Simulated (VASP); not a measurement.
A run of VASP 6.6.1 is set up as follows.

Contents of POSCAR:

```
NiMoIrPdW                               
1.0
    4.1726118211      0.0000002032     -0.0000065833
   -2.0863057346      3.6135904429      0.0000065833
   -0.0000086432      0.0000049902      5.4483464737
  Ni              Mo              Pd              Ir              W             
     1     1     1     1     1
Direct
     0.0000012286523204    0.9999987713476587    0.0283057336918504
     0.6666667211254749    0.3333332788745945    0.4575753645728284
     0.3333335105359324    0.6666664894640093    0.7450828046104908
     0.3333313904048864    0.6666686095950267    0.2554921573190044
     0.6666671492813857    0.3333328507187108    0.9979839398058322
```

INCAR.step1

```
SYSTEM = NiMoIrPdW
PREC = Accurate
ENCUT = 520
EDIFF = 1E-6
ISMEAR = -1
SIGMA = 0.05
LREAL = .FALSE.
LASPH = .TRUE.
NELM = 100
ALGO = Normal
ISIF = 2
LWAVE = .FALSE.
LCHARG = .TRUE.
ISPIN = 2
MAGMOM = 1 1 0 0.6 0
LORBIT = 11
LMAXMIX = 4
GGA = RP
NBANDS = 40
KPAR = 4
```

The input KPOINTS.step1:

```
Automatic mesh
0
G
  7 7 5
  0 0 0
```

Contents of INCAR.step2:

```
SYSTEM = NiMoIrPdW
PREC = Accurate
ENCUT = 520
EDIFF = 1E-6
ISMEAR = 0
SIGMA = 0.05
LREAL = .FALSE.
LASPH = .TRUE.
NELM = 100
ALGO = Normal
ISIF = 2
LWAVE = .FALSE.
LCHARG = .FALSE.
ISPIN = 2
MAGMOM = 1 1 0 0.6 0
LORBIT = 11
LMAXMIX = 4
GGA = RP
NBANDS = 40
KPAR = 4
ICHARG = 11
```

The input KPOINTS.step2:

```
path GMKGALHA,LM,KH
15
line-mode
reciprocal
 0.0000000000  0.0000000000  0.0000000000  G
 0.5000000000  0.0000000000  0.0000000000  M

 0.5000000000  0.0000000000  0.0000000000  M
 0.3333333333  0.3333333333  0.0000000000  K

 0.3333333333  0.3333333333  0.0000000000  K
 0.0000000000  0.0000000000  0.0000000000  G

 0.0000000000  0.0000000000  0.0000000000  G
 0.0000000000  0.0000000000  0.5000000000  A

 0.0000000000  0.0000000000  0.5000000000  A
 0.5000000000  0.0000000000  0.5000000000  L

 0.5000000000  0.0000000000  0.5000000000  L
 0.3333333333  0.3333333333  0.5000000000  H

 0.3333333333  0.3333333333  0.5000000000  H
 0.0000000000  0.0000000000  0.5000000000  A

 0.5000000000  0.0000000000  0.5000000000  L
 0.5000000000  0.0000000000  0.0000000000  M

 0.3333333333  0.3333333333  0.0000000000  K
 0.3333333333  0.3333333333  0.5000000000  H
```

Potentials or basis: VASP PAW PBE potentials, release 64 (Ni, Mo_sv, Pd, Ir, W_sv).

Launch:

```sh
$ cat potpaw_PBE.64/Ni/POTCAR potpaw_PBE.64/Mo_sv/POTCAR potpaw_PBE.64/Pd/POTCAR potpaw_PBE.64/Ir/POTCAR potpaw_PBE.64/W_sv/POTCAR > POTCAR
$ cp INCAR.step1 INCAR
$ cp KPOINTS.step1 KPOINTS
$ mpirun -np 4 vasp_std > vasp.out
$ cp INCAR.step2 INCAR
$ cp KPOINTS.step2 KPOINTS
$ mpirun -np 4 vasp_std > vasp.out
```

Problem. What does it give for the net moment?

Solution. 0.00 μB per cell.

Problem. Predict the band gap along the path.

Solution. None (metal or under the smearing width).

Caveat: spin-orbit coupling is left out, which moves the levels of the heavy elements.
